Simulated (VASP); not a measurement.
BAs, 2 atoms in the cell. The structure is cubic, space group F-43m (No. 216). Conventional cell: a = 4.816 Å, b = 4.816 Å, c = 4.816 Å, α = 90.00°, β = 90.00°, γ = 90.00°. B (site symmetry -43m) has 4 As at 2.09 Å as nearest neighbours. As (site symmetry -43m) is surrounded by 4 B at 2.09 Å. 

| Property | Result |
| --- | --- |
| Program | VASP 6.6.1 |
| Task | single point |
| Functional | PBE |
| Potentials or basis | VASP PAW PBE potentials, release 64 (B, As) |
| Cutoff | 520 eV |
| k mesh | 12 × 12 × 12 |
| Occupations | gaussian, width 1 eV |
| Spin | no spin polarisation |
| Further INCAR settings | ALGO = Normal; EDIFF = 1e-07; NBANDS = 11 |

Potentials or basis: VASP PAW PBE potentials, release 64 (B, As).

Launch:

```bash
$ cat potpaw_PBE.64/B/POTCAR potpaw_PBE.64/As/POTCAR > POTCAR
$ mpirun -np 1 vasp_std > vasp.out
```

Hardware: 1 thread of Intel(R) Xeon(R) Platinum 8488C (Sapphire Rapids) (shared host).

Q: Estimate the wall time of this run.

A: Wall time 20 s on 1 thread of Intel(R) Xeon(R) Platinum 8488C (Sapphire Rapids) (shared host), peak memory 0.17 GiB. Counts: scf iterations 13, k points 72.
